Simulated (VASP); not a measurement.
Here is the system:

```
CoSi2
1.0
    0.00000     2.73360     2.73360
    2.73360     0.00000     2.73360
    2.73360     2.73360     0.00000
Co Si
1 2
Direct
  0.00000   0.00000   0.00000
  0.25000   0.25000   0.25000
  0.75000   0.75000   0.75000
```

Method: PBE GGA, VASP's PBE PAW potentials (set 64) (plane waves; VASP 6.6.1). Numerical set-up: 400 eV cut-off, 13×13×13 Γ-centred mesh, first-order Methfessel-Paxton smearing of 0.10 eV, potentials Co Si.

**Question.** Give the stress tensor in GPa (positive for a compressed cell).

**Answer.** 
```
-9.61   0.00   0.00
 0.00  -9.61   0.00
 0.00   0.00  -9.61
```
The pressure is its mean diagonal, -9.61 GPa.

The compound is CoSi2 in the fluorite structure. The cell was not relaxed at this level. The run is one of a series of settings (KPOINTS 13×13×13 Γ-centred mesh against the base run), some of them coarse on purpose. The run is not spin-polarised, so no magnetic state was tried. The electron count is odd and the run is not spin-polarised, which forces a metal.
